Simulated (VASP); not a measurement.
Given:

```
InP
1.0
    0.00000     2.97829     2.97829
    2.97829     0.00000     2.97829
    2.97829     2.97829     0.00000
In P
1 1
Direct
  0.00000   0.00000   0.00000
  0.25000   0.25000   0.25000
```

These are PW91 GGA, VASP's PBE PAW potentials (set 64) (plane waves; VASP) values and carry that method's errors. Numerical set-up: 520 eV cut-off, 9×9×9 Γ-centred mesh, tetrahedra with Blöchl corrections, potentials In_d P.

Unless said otherwise, spin-orbit coupling is left out, though it shifts the bands of the heavy elements here.

Problem. What does the run give for the energy per atom (σ→0), band gap (on the k-mesh) with the smallest direct gap where there is one?

Solution. 
- band gap (on the k-mesh): 0.43 eV
- smallest direct gap (on the k-mesh): 0.43 eV
- energy per atom (σ→0): -4.228 eV/atom

The compound is InP in the zinc blende structure. It was relaxed first.
